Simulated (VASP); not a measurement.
Energy against volume of V (bcc). These are PW91 GGA, VASP's PBE PAW potentials (set 64) (plane waves; VASP) values and carry that method's errors. Numerical set-up: 520 eV cut-off, 17×17×17 Γ-centred mesh, first-order Methfessel-Paxton smearing of 0.10 eV, potentials V_sv.

```json
[
 {"V (Å³/atom)": "13.026", "E (eV/atom)": "-8.94582"},
 {"V (Å³/atom)": "13.428", "E (eV/atom)": "-8.95380"},
 {"V (Å³/atom)": "13.831", "E (eV/atom)": "-8.94814"},
 {"V (Å³/atom)": "14.234", "E (eV/atom)": "-8.93057"}
]
```

Q: Fit these four points and predict the energy of the run at 12.623 Å³/atom.

A: A cubic in V^(−2/3), the third-order Birch-Murnaghan form, passes through the four points with V0 = 13.45 Å³/atom and B0 = 180 GPa, and gives -8.9221 eV/atom there. The run gave -8.9220 eV/atom, +0.1 meV/atom from the fit; all five points give B0 = 180 GPa.

The compound is V in the bcc structure. It was relaxed first. The run is not spin-polarised, so no magnetic state was tried.
